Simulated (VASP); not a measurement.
Input:

```xyz
3
Lattice="0.0000 3.1218 3.1218 3.1218 0.0000 3.1218 3.1218 3.1218 0.0000" Properties=species:S:1:pos:R:3 pbc="T T T"
Ba     0.0000     0.0000     0.0000
F      1.5609     1.5609     1.5609
F      4.6826     4.6826     4.6826
```

Level of theory: TPSS meta-GGA, VASP's PBE PAW potentials (set 64) (plane waves; VASP). Run with 520 eV cut-off, 6×6×6 Γ-centred mesh, Gaussian smearing of 0.050 eV, potentials Ba_sv F.

**Question.** Estimate the energy per atom (σ→0).

**Answer.** 
The energy per atom (σ→0) comes out as -10.044 eV/atom.

The absolute energy has meaning only against runs of the same code, potentials and settings.

The compound is BaF2 in the fluorite structure. It was relaxed first. The start is the result of an earlier pass.
